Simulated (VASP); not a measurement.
Method: rev-vdW-DF2, VASP's PBE PAW potentials (set 64) (plane waves; VASP 6.6.1).

A VASP calculation is set up with these files.

File POSCAR:
```
GaP
1
    0.0000000000     2.7106378212     2.7106378212
    2.7106378212     0.0000000000     2.7106378212
    2.7106378212     2.7106378212     0.0000000000
Ga P
1 1
Direct
  0.0000000000   0.0000000000   0.0000000000
  0.2500000000   0.2500000000   0.2500000000
```

KPOINTS:
```
Automatic mesh
0
Gamma
8 8 8
0 0 0
```

### INCAR
```
! general
SYSTEM    =  GaP
PREC      =  Accurate
ENCUT     =  520
LREAL     =  .FALSE.
LASPH     =  .TRUE.

! electronic loop
EDIFF     =  1E-7   ! SCF stop (eV)
NELM      =  100
ALGO      =  Normal   ! blocked Davidson
LMAXMIX   =  4

! smearing
ISMEAR    =  0
SIGMA     =  0.05   ! width (eV)

! functional
GGA       =  MK
LUSE_VDW  =  .TRUE.
AGGAC     =  0.0
PARAM1    =  0.1234568
PARAM2    =  0.7114
ZAB_VDW   =  -1.8867

! ions
ISIF      =  2   ! forces and stress, cell fixed

! output
LWAVE     =  .FALSE.
LCHARG    =  .FALSE.
```

POTCAR, in this order: Ga_d P (PBE.64 set). Program: vasp_std.

What VASP printed:

File OSZICAR:
```
       N       E                     dE             d eps       ncg     rms          rms(c)
DAV:   1     0.858276310234E+02    0.85828E+02   -0.94708E+03   770   0.203E+03
DAV:   2     0.138803976831E+01   -0.84440E+02   -0.80967E+02   819   0.335E+02
DAV:   3    -0.510596700552E+01   -0.64940E+01   -0.64599E+01   989   0.776E+01
DAV:   4    -0.522208101870E+01   -0.11611E+00   -0.11606E+00   890   0.113E+01
DAV:   5    -0.522498628939E+01   -0.29053E-02   -0.29052E-02  1007   0.149E+00    0.391E+00
DAV:   6    -0.498295908156E+01    0.24203E+00   -0.46272E-01  1118   0.124E+01    0.257E+00
DAV:   7    -0.495334785283E+01    0.29611E-01   -0.11256E-01   952   0.243E+00    0.108E+00
DAV:   8    -0.495187844568E+01    0.14694E-02   -0.12312E-02   869   0.167E+00    0.151E-01
DAV:   9    -0.495196724621E+01   -0.88801E-04   -0.12918E-03   947   0.664E-01    0.665E-02
DAV:  10    -0.495199172993E+01   -0.24484E-04   -0.86409E-05  1045   0.976E-02    0.314E-02
DAV:  11    -0.495201652225E+01   -0.24792E-04   -0.26898E-05   779   0.623E-02    0.330E-03
DAV:  12    -0.495201642960E+01    0.92655E-07   -0.15424E-06  1067   0.204E-02    0.304E-03
DAV:  13    -0.495201660987E+01   -0.18027E-06   -0.35984E-07   806   0.580E-03    0.123E-03
DAV:  14    -0.495201657491E+01    0.34956E-07   -0.27235E-08   477   0.256E-03
   1 F= -.49520166E+01 E0= -.49520166E+01  d E =-.185663E-17
```

OUTCAR:
```
------------------------ aborting loop because EDIFF is reached ----------------------------------------
  FORCE on cell =-STRESS in cart. coord.  units (eV):
  Direction    XX          YY          ZZ          XY          YZ          ZX
  --------------------------------------------------------------------------------------
  Total        0.6443104      0.6443104      0.6443104      0.0000000      0.0000000     -0.0000000
  in kB       25.9155985     25.9155985     25.9155985      0.0000000      0.0000000     -0.0000000
  external PRESSURE =      25.9155985 kB  Pullay stress =       0.0000000 kB
  volume of cell :       39.83
      direct lattice vectors                 reciprocal lattice vectors
     0.000000000  2.710637821  2.710637821    -0.184458431  0.184458431  0.184458431
     2.710637821  0.000000000  2.710637821     0.184458431 -0.184458431  0.184458431
     2.710637821  2.710637821  0.000000000     0.184458431  0.184458431 -0.184458431
  FREE ENERGIE OF THE ION-ELECTRON SYSTEM (eV)
  ---------------------------------------------------
  free  energy   TOTEN  =        -4.9520165749 eV

  energy  without entropy=       -4.9520165749  energy(sigma->0) =       -4.95201657
```
(Selected blocks of OUTCAR.)

The compound is GaP in the zinc blende structure. This cell is one point of a volume scan, at 0.97 of the reference volume.
